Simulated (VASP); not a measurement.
## RPA total energies of BAs

How do semilocal functionals compare with the RPA for BAs, and at what cost? The scan starts from a database cell scaled to its smallest volume. The cell is of the zinc-blende type. The start is a cell from a database of measured crystal structures.

Method: RPA correlation on PBE orbitals; plane waves and PAW (As_GW, B_GW), in the first sound run; inputs show where later runs differ, in VASP 6.6.1.

The raw output is cut from this account; settings, times and results stay.

### 1. The starting structure

The structure is cubic, space group F-43m (No. 216). Conventional cell: a = 4.679 Å, b = 4.679 Å, c = 4.679 Å, α = 90.00°, β = 90.00°, γ = 90.00°. As has 4 B at 2.03 Å nearest. B has 4 As at 2.03 Å nearest. Farther neighbours, and contacts between anions beyond the nearest, are not listed.

Structure file:

```
As B
1.0
     0.00000    2.33974    2.33974
     2.33974    0.00000    2.33974
     2.33974    2.33974    0.00000
As B
1 1
Direct
  0.75000 0.75000 0.75000
  0.00000 0.00000 0.00000
```

### 2. Orbitals, volume ratio 0.94

RPA gives no stress here, so the energy is scanned over volumes, at one cutoff and mesh. Volumes are given as ratios to a reference cell, and this first cell is that cell scaled to 0.94. Each point starts from PBE orbitals, tightly converged.

The input, INCAR:

```
SYSTEM = BAs
PREC = Accurate
ENCUT = 440
EDIFF = 1E-08
NELM = 100
ISMEAR = 0
SIGMA = 0.05
LREAL = .FALSE.
ALGO = Normal
GGA = PE
NBANDS = 10
LORBIT = 11
LWAVE = .TRUE.
LCHARG = .FALSE.
KPAR = 8
```

The input, POSCAR:

```
BAs
1.0
    0.0000000000      2.3397414207      2.3397414207
    2.3397414207      0.0000000000      2.3397414207
    2.3397414207      2.3397414207      0.0000000000
As B
1 1
Direct
    0.7500000000      0.7500000000      0.7500000000
    0.0000000000      0.0000000000      0.0000000000
```

The input, KPOINTS:

```
Automatic mesh
0
Gamma
6 6 6
0 0 0
```

PAW data sets: As_GW and B_GW (PBE family, release 64).

Run with:

```bash
> mpirun -np 8 vasp_std
```

It took 2.8 s on 8 MPI ranks of Intel Xeon Platinum 8259CL at 2.50GHz (Skylake/Cascade Lake), shared host; peak memory 1.1 GiB; 14 s of CPU time.

The gap is read on the k-mesh alone, so it is an upper bound where the band edges lie off the mesh.

A gap read on the k-mesh alone can miss the band edges.

Read from the output:

* free energy (TOTEN): -11.31 eV
* Fermi energy: 7.173 eV
* pressure: 13.59 GPa
* gap on the k-mesh: 1.213 eV
* least direct gap on the k-mesh: 3.347 eV

### 3. Exact exchange, volume ratio 0.94

This step: Hartree-Fock energy on PBE orbitals; plane waves and PAW (As_GW, B_GW) (VASP 6.6.1).

The Hartree-Fock energy is evaluated once on these orbitals (ALGO = Eigenval, NELM = 1), without letting them relax. It uses the mesh of the correlation step, since the long-wavelength errors of the two partly cancel, and the total energy is their sum.

The input, INCAR:

```
SYSTEM = BAs
PREC = Accurate
ENCUT = 440
ISMEAR = 0
SIGMA = 0.05
LREAL = .FALSE.
GGA = PE
NBANDS = 10
ALGO = Eigenval
NELM = 1
LHFCALC = .TRUE.
AEXX = 1
ALDAC = 0
AGGAC = 0
PRECFOCK = Normal
LWAVE = .FALSE.
LCHARG = .FALSE.
```

POSCAR is that of step 2.

KPOINTS is that of step 2.

The WAVECAR or CHGCAR of an earlier step is read.

Run with:

```bash
> mpirun -np 8 vasp_std
```

Elapsed: 26 s, on 8 MPI ranks; peak memory 0.89 GiB; 2.7 min of CPU time.

Numbers from this step:

- free energy (TOTEN): -18.94 eV

The Hartree-Fock energy on these orbitals is -9.4706 eV an atom.

### 4. Empty bands, volume ratio 0.94

This step: PBE; plane waves and PAW (As_GW, B_GW) (VASP 6.6.1).

ALGO = Exact makes the empty bands from the converged ground state in one step. LOPTICS writes the k-derivatives of the orbitals (WAVEDER), which give the long-wavelength limit of the screening.

The input, INCAR:

```
SYSTEM = BAs
PREC = Accurate
ENCUT = 440
ISMEAR = 0
SIGMA = 0.05
LREAL = .FALSE.
GGA = PE
NBANDS = 544
ALGO = Exact
NELM = 1
LWAVE = .TRUE.
LCHARG = .FALSE.
LOPTICS = .TRUE.
NEDOS = 1000
CSHIFT = 0.1
```

POSCAR is that of step 3.

KPOINTS is that of step 3.

Run with:

```bash
> mpirun -np 8 vasp_std
```

Run time: 5.6 s. Hardware: 8 MPI ranks; peak memory 0.97 GiB.

WAVECAR now holds 544 bands for 8 electrons.

### 5. RPA correlation, volume ratio 0.94

This step: RPA correlation on PBE orbitals; plane waves and PAW (As_GW, B_GW) (VASP 6.6.1).

The RPA correlation energy follows from the response function on imaginary frequencies; VASP computes it for a row of response cutoffs and extrapolates.

The input, INCAR:

```
SYSTEM = BAs
PREC = Accurate
ENCUT = 440
ISMEAR = 0
SIGMA = 0.05
LREAL = .FALSE.
GGA = PE
NBANDS = 544
ALGO = ACFDT
ENCUTGW = 200
NOMEGA = 12
PRECFOCK = Fast
LWAVE = .FALSE.
LCHARG = .FALSE.
```

POSCAR is that of step 4.

KPOINTS is that of step 4.

Run with:

```bash
> mpirun -np 8 vasp_std
```

Run time: 2.7 min. Hardware: 8 MPI ranks; peak memory 2.3 GiB.

Read from the output:

```
RPA correlation energy : -12.39 eV
```

The correlation energy is -6.1935 eV an atom. With exact exchange the total is -15.6641 eV an atom.

### 6. Comparison: r2SCAN, volume ratio 0.94

This step: r2SCAN; plane waves and PAW (As_GW, B_GW) (VASP 6.6.1).

For comparison the same cell is computed with r2SCAN.

The input, INCAR:

```
SYSTEM = BAs
PREC = Accurate
ENCUT = 440
EDIFF = 1E-06
NELM = 100
ISMEAR = 0
SIGMA = 0.05
LREAL = .FALSE.
ALGO = Normal
METAGGA = R2SCAN
LASPH = .TRUE.
NBANDS = 10
LWAVE = .FALSE.
LCHARG = .FALSE.
KPAR = 8
```

POSCAR is that of step 5.

KPOINTS is that of step 5.

Run with:

```bash
> mpirun -np 8 vasp_std
```

Run time: 8.6 s. Hardware: 8 MPI ranks; peak memory 1.1 GiB; 52 s of CPU time.

The PAW data sets were made with PBE, which is usual practice but a small mismatch for other functionals.

This step gave:

* free energy (TOTEN): -22.19 eV
* Fermi energy: 7.102 eV
* pressure: 10.90 GPa
* gap on the k-mesh: 1.401 eV
* least direct gap on the k-mesh: 3.512 eV

Its energy is -11.0928 eV an atom, on a zero of its own.

### 7. Orbitals for comparison: HSE06, volume ratio 0.94

This step: PBE; plane waves and PAW (As_GW, B_GW) (VASP 6.6.1).

A hybrid converges faster from good orbitals, so a cheap PBE run writes WAVECAR first.

The input, INCAR:

```
SYSTEM = BAs
PREC = Accurate
ENCUT = 440
EDIFF = 1E-05
NELM = 100
ISMEAR = 0
SIGMA = 0.05
LREAL = .FALSE.
ALGO = Normal
GGA = PE
NBANDS = 10
LORBIT = 11
LWAVE = .TRUE.
LCHARG = .FALSE.
KPAR = 8
```

POSCAR is that of step 6.

KPOINTS is that of step 6.

Run with:

```bash
> mpirun -np 8 vasp_std
```

The job ended after 2 s (8 MPI ranks; peak memory 1 GiB).

This step gave:

```
free energy (TOTEN)            : -11.31 eV
Fermi energy                   : 7.175 eV
pressure                       : 13.61 GPa
gap on the k-mesh              : 1.213 eV
least direct gap on the k-mesh : 3.348 eV
```

The run ends at a pressure of 13.61 GPa.

### 8. Comparison: HSE06, volume ratio 0.94

This step: HSE06; plane waves and PAW (As_GW, B_GW) (VASP 6.6.1).

For comparison the same cell is computed with HSE06.

The input, INCAR:

```
SYSTEM = BAs
PREC = Accurate
ENCUT = 440
EDIFF = 1E-06
NELM = 100
ISMEAR = 0
SIGMA = 0.05
LREAL = .FALSE.
ALGO = Normal
LHFCALC = .TRUE.
AEXX = 0.25
GGA = PE
HFSCREEN = 0.2
LASPH = .TRUE.
NBANDS = 10
PRECFOCK = Fast
LWAVE = .FALSE.
LCHARG = .FALSE.
KPAR = 8
```

POSCAR is that of step 7.

KPOINTS is that of step 7.

The WAVECAR or CHGCAR of an earlier step is read.

Run with:

```bash
> mpirun -np 8 vasp_std
```

The job ended after 31 s (8 MPI ranks; peak memory 1.7 GiB; 3.2 min of CPU time).

This step gave:

| Quantity | Value |
| --- | --- |
| free energy (TOTEN) | -13.20 eV |
| Fermi energy | 6.726 eV |
| gap on the k-mesh | 1.904 eV |
| least direct gap on the k-mesh | 4.216 eV |

Its energy is -6.6013 eV an atom, on a zero of its own.

### 9. Orbitals, volume ratio 0.97

This step: PBE; plane waves and PAW (As_GW, B_GW) (VASP 6.6.1).

The same chain follows at a volume ratio of 0.97.

The input, INCAR:

```
SYSTEM = BAs
PREC = Accurate
ENCUT = 440
EDIFF = 1E-08
NELM = 100
ISMEAR = 0
SIGMA = 0.05
LREAL = .FALSE.
ALGO = Normal
GGA = PE
NBANDS = 10
LORBIT = 11
LWAVE = .TRUE.
LCHARG = .FALSE.
KPAR = 8
```

The input, POSCAR:

```
BAs
1.0
    0.0000000000      2.3643720878      2.3643720878
    2.3643720878      0.0000000000      2.3643720878
    2.3643720878      2.3643720878      0.0000000000
As B
1 1
Direct
    0.7500000000      0.7500000000      0.7500000000
    0.0000000000      0.0000000000      0.0000000000
```

KPOINTS is that of step 8.

Run with:

```bash
> mpirun -np 8 vasp_std
```

Run time: 2.6 s. Hardware: 8 MPI ranks; peak memory 1.1 GiB.

The run ends at a pressure of 8.09 GPa.

### 10. Exact exchange, volume ratio 0.97

This step: Hartree-Fock energy on PBE orbitals; plane waves and PAW (As_GW, B_GW) (VASP 6.6.1).

Exact exchange at this point.

The input, INCAR:

```
SYSTEM = BAs
PREC = Accurate
ENCUT = 440
ISMEAR = 0
SIGMA = 0.05
LREAL = .FALSE.
GGA = PE
NBANDS = 10
ALGO = Eigenval
NELM = 1
LHFCALC = .TRUE.
AEXX = 1
ALDAC = 0
AGGAC = 0
PRECFOCK = Normal
LWAVE = .FALSE.
LCHARG = .FALSE.
```

POSCAR is that of step 9.

KPOINTS is that of step 9.

The WAVECAR or CHGCAR of an earlier step is read.

Run with:

```bash
> mpirun -np 8 vasp_std
```

Wall time 26 s (8 MPI ranks); peak memory 0.89 GiB; 2.6 min of CPU time.

The Hartree-Fock energy on these orbitals is -9.4959 eV an atom.

### 11. Empty bands, volume ratio 0.97

This step: PBE; plane waves and PAW (As_GW, B_GW) (VASP 6.6.1).

The empty bands are made again, for the run that follows.

The input, INCAR:

```
SYSTEM = BAs
PREC = Accurate
ENCUT = 440
ISMEAR = 0
SIGMA = 0.05
LREAL = .FALSE.
GGA = PE
NBANDS = 568
ALGO = Exact
NELM = 1
LWAVE = .TRUE.
LCHARG = .FALSE.
LOPTICS = .TRUE.
NEDOS = 1000
CSHIFT = 0.1
```

POSCAR is that of step 10.

KPOINTS is that of step 10.

Run with:

```bash
> mpirun -np 8 vasp_std
```

Elapsed: 5.4 s, on 8 MPI ranks; peak memory 1 GiB; 30 s of CPU time.

WAVECAR now holds 568 bands for 8 electrons.

### 12. RPA correlation, volume ratio 0.97

This step: RPA correlation on PBE orbitals; plane waves and PAW (As_GW, B_GW) (VASP 6.6.1).

RPA correlation at this point.

The input, INCAR:

```
SYSTEM = BAs
PREC = Accurate
ENCUT = 440
ISMEAR = 0
SIGMA = 0.05
LREAL = .FALSE.
GGA = PE
NBANDS = 568
ALGO = ACFDT
ENCUTGW = 200
NOMEGA = 12
PRECFOCK = Fast
LWAVE = .FALSE.
LCHARG = .FALSE.
```

POSCAR is that of step 11.

KPOINTS is that of step 11.

Run with:

```bash
> mpirun -np 8 vasp_std
```

The job ended after 2.4 min (8 MPI ranks; peak memory 2.4 GiB).

The correlation energy is -6.1894 eV an atom, +4 meV against the point before. With exact exchange the total is -15.6853 eV an atom.

### 13. Comparison: r2SCAN, volume ratio 0.97

This step: r2SCAN; plane waves and PAW (As_GW, B_GW) (VASP 6.6.1).

The comparison at this point.

The input, INCAR:

```
SYSTEM = BAs
PREC = Accurate
ENCUT = 440
EDIFF = 1E-06
NELM = 100
ISMEAR = 0
SIGMA = 0.05
LREAL = .FALSE.
ALGO = Normal
METAGGA = R2SCAN
LASPH = .TRUE.
NBANDS = 10
LWAVE = .FALSE.
LCHARG = .FALSE.
KPAR = 8
```

POSCAR is that of step 12.

KPOINTS is that of step 12.

Run with:

```bash
> mpirun -np 8 vasp_std
```

Elapsed: 7.2 s, on 8 MPI ranks; peak memory 1.1 GiB; 52 s of CPU time.

Its energy is -11.1136 eV an atom, on a zero of its own.

### 14. Orbitals for comparison: HSE06, volume ratio 0.97

This step: PBE; plane waves and PAW (As_GW, B_GW) (VASP 6.6.1).

Starting orbitals, as before.

The input, INCAR:

```
SYSTEM = BAs
PREC = Accurate
ENCUT = 440
EDIFF = 1E-05
NELM = 100
ISMEAR = 0
SIGMA = 0.05
LREAL = .FALSE.
ALGO = Normal
GGA = PE
NBANDS = 10
LORBIT = 11
LWAVE = .TRUE.
LCHARG = .FALSE.
KPAR = 8
```

POSCAR is that of step 13.

KPOINTS is that of step 13.

Run with:

```bash
> mpirun -np 8 vasp_std
```

Wall time 2 s (8 MPI ranks); peak memory 1 GiB; 10 s of CPU time.

The run ends at a pressure of 8.11 GPa.

### 15. Comparison: HSE06, volume ratio 0.97

This step: HSE06; plane waves and PAW (As_GW, B_GW) (VASP 6.6.1).

The input, INCAR:

```
SYSTEM = BAs
PREC = Accurate
ENCUT = 440
EDIFF = 1E-06
NELM = 100
ISMEAR = 0
SIGMA = 0.05
LREAL = .FALSE.
ALGO = Normal
LHFCALC = .TRUE.
AEXX = 0.25
GGA = PE
HFSCREEN = 0.2
LASPH = .TRUE.
NBANDS = 10
PRECFOCK = Fast
LWAVE = .FALSE.
LCHARG = .FALSE.
KPAR = 8
```

POSCAR is that of step 14.

KPOINTS is that of step 14.

The run starts from files that an earlier step left in the folder.

Run with:

```bash
> mpirun -np 8 vasp_std
```

The job ended after 24 s (8 MPI ranks; peak memory 1.8 GiB; 3.1 min of CPU time).

Its energy is -6.6188 eV an atom, on a zero of its own.

### 16. Orbitals, volume ratio 1

This step: PBE; plane waves and PAW (As_GW, B_GW) (VASP 6.6.1).

The same chain follows at a volume ratio of 1.

The input, INCAR:

```
SYSTEM = BAs
PREC = Accurate
ENCUT = 440
EDIFF = 1E-08
NELM = 100
ISMEAR = 0
SIGMA = 0.05
LREAL = .FALSE.
ALGO = Normal
GGA = PE
NBANDS = 10
LORBIT = 11
LWAVE = .TRUE.
LCHARG = .FALSE.
KPAR = 8
```

The input, POSCAR:

```
BAs
1.0
    0.0000000000      2.3885000000      2.3885000000
    2.3885000000      0.0000000000      2.3885000000
    2.3885000000      2.3885000000      0.0000000000
As B
1 1
Direct
    0.7500000000      0.7500000000      0.7500000000
    0.0000000000      0.0000000000      0.0000000000
```

KPOINTS is that of step 15.

Run with:

```bash
> mpirun -np 8 vasp_std
```

Wall time 2.2 s (8 MPI ranks); peak memory 1.1 GiB; 13 s of CPU time.

The run ends at a pressure of 3.37 GPa.

### 17. Exact exchange, volume ratio 1

This step: Hartree-Fock energy on PBE orbitals; plane waves and PAW (As_GW, B_GW) (VASP 6.6.1).

The input, INCAR:

```
SYSTEM = BAs
PREC = Accurate
ENCUT = 440
ISMEAR = 0
SIGMA = 0.05
LREAL = .FALSE.
GGA = PE
NBANDS = 10
ALGO = Eigenval
NELM = 1
LHFCALC = .TRUE.
AEXX = 1
ALDAC = 0
AGGAC = 0
PRECFOCK = Normal
LWAVE = .FALSE.
LCHARG = .FALSE.
```

POSCAR is that of step 16.

KPOINTS is that of step 16.

The run starts from files that an earlier step left in the folder.

Run with:

```bash
> mpirun -np 8 vasp_std
```

Wall time 22 s (8 MPI ranks); peak memory 0.87 GiB.

The Hartree-Fock energy on these orbitals is -9.5067 eV an atom.

### 18. Empty bands, volume ratio 1

This step: PBE; plane waves and PAW (As_GW, B_GW) (VASP 6.6.1).

The input, INCAR:

```
SYSTEM = BAs
PREC = Accurate
ENCUT = 440
ISMEAR = 0
SIGMA = 0.05
LREAL = .FALSE.
GGA = PE
NBANDS = 584
ALGO = Exact
NELM = 1
LWAVE = .TRUE.
LCHARG = .FALSE.
LOPTICS = .TRUE.
NEDOS = 1000
CSHIFT = 0.1
```

POSCAR is that of step 17.

KPOINTS is that of step 17.

Run with:

```bash
> mpirun -np 8 vasp_std
```

Elapsed: 4.4 s, on 8 MPI ranks; peak memory 1.1 GiB; 32 s of CPU time.

WAVECAR now holds 584 bands for 8 electrons.

### 19. RPA correlation, volume ratio 1

This step: RPA correlation on PBE orbitals; plane waves and PAW (As_GW, B_GW) (VASP 6.6.1).

The input, INCAR:

```
SYSTEM = BAs
PREC = Accurate
ENCUT = 440
ISMEAR = 0
SIGMA = 0.05
LREAL = .FALSE.
GGA = PE
NBANDS = 584
ALGO = ACFDT
ENCUTGW = 200
NOMEGA = 12
PRECFOCK = Fast
LWAVE = .FALSE.
LCHARG = .FALSE.
```

POSCAR is that of step 18.

KPOINTS is that of step 18.

Run with:

```bash
> mpirun -np 8 vasp_std
```

The job ended after 2.3 min (8 MPI ranks; peak memory 2.5 GiB).

The correlation energy is -6.1867 eV an atom, +3 meV against the point before. With exact exchange the total is -15.6934 eV an atom.

### 20. Comparison: r2SCAN, volume ratio 1

This step: r2SCAN; plane waves and PAW (As_GW, B_GW) (VASP 6.6.1).

The input, INCAR:

```
SYSTEM = BAs
PREC = Accurate
ENCUT = 440
EDIFF = 1E-06
NELM = 100
ISMEAR = 0
SIGMA = 0.05
LREAL = .FALSE.
ALGO = Normal
METAGGA = R2SCAN
LASPH = .TRUE.
NBANDS = 10
LWAVE = .FALSE.
LCHARG = .FALSE.
KPAR = 8
```

POSCAR is that of step 19.

KPOINTS is that of step 19.

Run with:

```bash
> mpirun -np 8 vasp_std
```

Run time: 6.4 s. Hardware: 8 MPI ranks; peak memory 1 GiB.

Its energy is -11.1215 eV an atom, on a zero of its own.

### 21. Orbitals for comparison: HSE06, volume ratio 1

This step: PBE; plane waves and PAW (As_GW, B_GW) (VASP 6.6.1).

The input, INCAR:

```
SYSTEM = BAs
PREC = Accurate
ENCUT = 440
EDIFF = 1E-05
NELM = 100
ISMEAR = 0
SIGMA = 0.05
LREAL = .FALSE.
ALGO = Normal
GGA = PE
NBANDS = 10
LORBIT = 11
LWAVE = .TRUE.
LCHARG = .FALSE.
KPAR = 8
```

POSCAR is that of step 20.

KPOINTS is that of step 20.

Run with:

```bash
> mpirun -np 8 vasp_std
```

Run time: 1.6 s. Hardware: 8 MPI ranks; peak memory 1 GiB.

The run ends at a pressure of 3.39 GPa.

### 22. Comparison: HSE06, volume ratio 1

This step: HSE06; plane waves and PAW (As_GW, B_GW) (VASP 6.6.1).

The input, INCAR:

```
SYSTEM = BAs
PREC = Accurate
ENCUT = 440
EDIFF = 1E-06
NELM = 100
ISMEAR = 0
SIGMA = 0.05
LREAL = .FALSE.
ALGO = Normal
LHFCALC = .TRUE.
AEXX = 0.25
GGA = PE
HFSCREEN = 0.2
LASPH = .TRUE.
NBANDS = 10
PRECFOCK = Fast
LWAVE = .FALSE.
LCHARG = .FALSE.
KPAR = 8
```

POSCAR is that of step 21.

KPOINTS is that of step 21.

The run starts from files that an earlier step left in the folder.

Run with:

```bash
> mpirun -np 8 vasp_std
```

It took 23 s on 8 MPI ranks; peak memory 1.8 GiB.

Its energy is -6.6234 eV an atom, on a zero of its own.

### 23. Orbitals, volume ratio 1.03

This step: PBE; plane waves and PAW (As_GW, B_GW) (VASP 6.6.1).

The same chain follows at a volume ratio of 1.03.

The input, INCAR:

```
SYSTEM = BAs
PREC = Accurate
ENCUT = 440
EDIFF = 1E-08
NELM = 100
ISMEAR = 0
SIGMA = 0.05
LREAL = .FALSE.
ALGO = Normal
GGA = PE
NBANDS = 10
LORBIT = 11
LWAVE = .TRUE.
LCHARG = .FALSE.
KPAR = 8
```

The input, POSCAR:

```
BAs
1.0
    0.0000000000      2.4121500529      2.4121500529
    2.4121500529      0.0000000000      2.4121500529
    2.4121500529      2.4121500529      0.0000000000
As B
1 1
Direct
    0.7500000000      0.7500000000      0.7500000000
    0.0000000000      0.0000000000      0.0000000000
```

KPOINTS is that of step 22.

Run with:

```bash
> mpirun -np 8 vasp_std
```

The job ended after 2.6 s (8 MPI ranks; peak memory 1.1 GiB; 16 s of CPU time).

The run ends at a pressure of -0.70 GPa.

### 24. Exact exchange, volume ratio 1.03

This step: Hartree-Fock energy on PBE orbitals; plane waves and PAW (As_GW, B_GW) (VASP 6.6.1).

The input, INCAR:

```
SYSTEM = BAs
PREC = Accurate
ENCUT = 440
ISMEAR = 0
SIGMA = 0.05
LREAL = .FALSE.
GGA = PE
NBANDS = 10
ALGO = Eigenval
NELM = 1
LHFCALC = .TRUE.
AEXX = 1
ALDAC = 0
AGGAC = 0
PRECFOCK = Normal
LWAVE = .FALSE.
LCHARG = .FALSE.
```

POSCAR is that of step 23.

KPOINTS is that of step 23.

The WAVECAR or CHGCAR of an earlier step is read.

Run with:

```bash
> mpirun -np 8 vasp_std
```

Elapsed: 18 s, on 8 MPI ranks; peak memory 0.88 GiB; 2.3 min of CPU time.

The Hartree-Fock energy on these orbitals is -9.5050 eV an atom.

### 25. Empty bands, volume ratio 1.03

This step: PBE; plane waves and PAW (As_GW, B_GW) (VASP 6.6.1).

The input, INCAR:

```
SYSTEM = BAs
PREC = Accurate
ENCUT = 440
ISMEAR = 0
SIGMA = 0.05
LREAL = .FALSE.
GGA = PE
NBANDS = 608
ALGO = Exact
NELM = 1
LWAVE = .TRUE.
LCHARG = .FALSE.
LOPTICS = .TRUE.
NEDOS = 1000
CSHIFT = 0.1
```

POSCAR is that of step 24.

KPOINTS is that of step 24.

Run with:

```bash
> mpirun -np 8 vasp_std
```

The job ended after 4.6 s (8 MPI ranks; peak memory 1.1 GiB).

WAVECAR now holds 608 bands for 8 electrons.

### 26. RPA correlation, volume ratio 1.03

This step: RPA correlation on PBE orbitals; plane waves and PAW (As_GW, B_GW) (VASP 6.6.1).

The input, INCAR:

```
SYSTEM = BAs
PREC = Accurate
ENCUT = 440
ISMEAR = 0
SIGMA = 0.05
LREAL = .FALSE.
GGA = PE
NBANDS = 608
ALGO = ACFDT
ENCUTGW = 200
NOMEGA = 12
PRECFOCK = Fast
LWAVE = .FALSE.
LCHARG = .FALSE.
```

POSCAR is that of step 25.

KPOINTS is that of step 25.

Run with:

```bash
> mpirun -np 8 vasp_std
```

Elapsed: 2.2 min, on 8 MPI ranks; peak memory 2.6 GiB.

The correlation energy is -6.1852 eV an atom, +2 meV against the point before. With exact exchange the total is -15.6902 eV an atom.

(Part 1 of 2 ends here.)

[Long decimals in the printed logs are rounded to 6 places.]

[Lines on the potential files, build, host, timing and source positions are cut from VASP's logs without a mark.]

[Logs are printed without paths, hosts, clocks, repeated set-up lines and the standing remarks that a program may print on its own settings, such as how far it seeks lower states.]

[Hosts, paths, dates, database ids (printed as entryN), source tags and the programs' standing remarks are cut or masked in the printed files.]

[Measured values are set beside computed ones only where the two were judged alike; some that the calculation misses by far are left out.]

[Pressures printed for these runs are not shown converged in the cutoff: they can be off by several GPa and have the wrong sign.]
